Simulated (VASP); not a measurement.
An input for Ansatz (written as the equivalent of a VASP run, and not itself run):

Ansatz 0.2 input:
```yaml
crystal:
  lattice:
    - [4.0333797, 0.0000000, 0.0000000]
    - [0.0000000, 4.0333797, 0.0000000]
    - [0.0000000, 0.0000000, 4.0333797]
  atoms:
    - { symbol: La, position: [0.0000000, 0.0000000, 1.0000000] }
    - { symbol: B, position: [0.8007391, 0.5000000, 0.5000000] }
    - { symbol: B, position: [0.5000000, 0.1992609, 0.5000000] }
    - { symbol: B, position: [0.5000000, 0.8007391, 0.5000000] }
    - { symbol: B, position: [0.1992609, 0.5000000, 0.5000000] }
    - { symbol: B, position: [0.5000000, 0.5000000, 0.8007391] }
    - { symbol: B, position: [0.5000000, 0.5000000, 0.1992609] }
kpoints:
  mp_grid: { grid: [8, 8, 8] }
hamiltonian:
  xc: lda
  pseudopotentials: { kind: paw }
scf:
  occupations: { method: methfessel_paxton, width: 0.1 }
  max_iter: 100
relax:
  max_steps: 40
  f_tol: 0.02
  cell: { p_target: 10 }
output: { forces: true, stress: true, eigenvalues: true }
```

### Question
Translate this input to VASP (INCAR, KPOINTS, POSCAR, choice of POTCAR).

### Answer
One answer among several that fit: 
### KPOINTS
```
Automatic mesh
0
Gamma
8 8 8
0 0 0
```

INCAR:
```
SYSTEM=LaB6
PREC=Accurate; ENCUT=620; LREAL=.False.
LASPH=.True.
EDIFF=1E-6; NELM=100; ALGO=Normal
LMAXMIX=6
ISMEAR=1; SIGMA=0.1
IBRION=2; NSW=40; ISIF=3
EDIFFG=-0.02; PSTRESS=100
LWAVE=.False.; LCHARG=.False.
```

### POSCAR
```
LaB6
1.0
  4.0333796806   0.0000000000   0.0000000000
  0.0000000000   4.0333796806   0.0000000000
  0.0000000000   0.0000000000   4.0333796806
La B
1 6
Cart
  0.0000000000   0.0000000000   4.0333796806
  3.2296847416   2.0166898403   2.0166898403
  2.0166898403   0.8036949390   2.0166898403
  2.0166898403   3.2296847416   2.0166898403
  0.8036949390   2.0166898403   2.0166898403
  2.0166898403   2.0166898403   3.2296847416
  2.0166898403   2.0166898403   0.8036949390
```

POTCAR, in this order: La B (LDA.64 set). Program: vasp_std.

The two are equivalent in intent, not identical: each code has its own PAW files, so the cut-off isn't converted (ENCUT is set for VASP's; basis.ecutwfc is left out, and Ansatz then takes the one that its files recommend); Ansatz stops its SCF on the density residual and VASP on the energy change (EDIFF); Ansatz's lda is the Perdew-Wang form, while the LDA potentials of VASP carry Perdew-Zunger's.

The compound is LaB6 in the cab6 structure. It was relaxed first under an external pressure of 10 GPa.
